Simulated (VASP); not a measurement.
Here is the system:

```xyz
4
Lattice="1.2776 -2.2128 0.0000 1.2776 2.2128 0.0000 0.0000 0.0000 4.2254" Properties=species:S:1:pos:R:3 pbc="T T T"
B      1.2776    -0.7376     2.1137
B      1.2776     0.7376     0.0010
N      1.2776    -0.7376     3.6962
N      1.2776     0.7376     1.5835
```

All values below come from PBE GGA, VASP's PBE PAW potentials (set 64) (plane waves; VASP). Numerical set-up: 600 eV cut-off, 10×10×6 Γ-centred mesh, Gaussian smearing of 0.050 eV, potentials B N.

Each row applies one change to this cell, which was relaxed at other settings and keeps the small stress of the first row; at a fixed cut-off the stress holds a Pulay part, so it need not integrate to ΔE exactly. Stress is in GPa, positive when the cell is compressed.

```tsv
change	ΔE (meV/atom)	σxx	σyy	σzz	largest shear component, with its sign (GPa)
none	0.0	-0.30	-0.30	-0.30	0.00
isotropic strain of +4.0 % with the ions relaxed	89.4	-35.53	-35.53	-35.49	0.00
isotropic strain of +2.0 %	23.4	-20.08	-20.08	-20.33	0.00
isotropic strain of -0.5 %	1.7	5.45	5.45	5.52	0.00
```

Failed runs are left out, and for metals the shear rows, which the mesh's noise covers.

The compound is BN in the wurtzite structure, a metastable high-pressure form.
